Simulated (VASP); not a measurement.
Here is a VASP 6.6.1 calculation.

The input INCAR:

```
PREC = Accurate
ENCUT = 600
EDIFF = 1E-6
ISMEAR = 0
SIGMA = 0.1
LREAL = F
LASPH = T
NELM = 80
ALGO = Normal
ISIF = 3
LWAVE = F
LCHARG = F
GGA = PE
IBRION = 2
NSW = 90
EDIFFG = -0.04
```

KPOINTS

```
regular mesh
0
Gamma
  6 6 6
```

The input POSCAR:

```
RbPd
1.0
    0.0000000000      3.1148990200      3.1148990200
    3.1148990200      0.0000000000      3.1148990200
    3.1148990200      3.1148990200      0.0000000000
Rb Pd
1 1
Direct
    0.5000000000      0.5000000000      0.5000000000
    0.0000000000      0.0000000000      0.0000000000
```

Potentials or basis: VASP PAW PBE potentials, release 64 (Rb_sv, Pd).

Command:

```bash
$ cat potpaw_PBE.64/Rb_sv/POTCAR potpaw_PBE.64/Pd/POTCAR > POTCAR
$ mpirun -np 1 vasp_std > vasp.out
```

Problem. What does it give for the band gap on the k mesh?

Solution. None (metal or under the smearing width).

Problem. Predict the relaxed volume.

Solution. 37.67 Å³/atom.

Step by step:
| step | energy change (eV) | largest force (eV/Å) | pressure (GPa) | volume (Å³) |
| --- | --- | --- | --- | --- |
| 1 | 0.0000 | 0.0000 | 3.55 | 60.45 |
| 2 | -0.0956 | 0.0000 | 1.66 | 66.49 |
| 3 | -0.1357 | 0.0000 | 0.33 | 73.32 |
| 4 | -0.1380 | 0.0000 | 0.05 | 75.35 |

Caveat: the volume moved by over 15 % at a fixed basis, so the end points are rough.
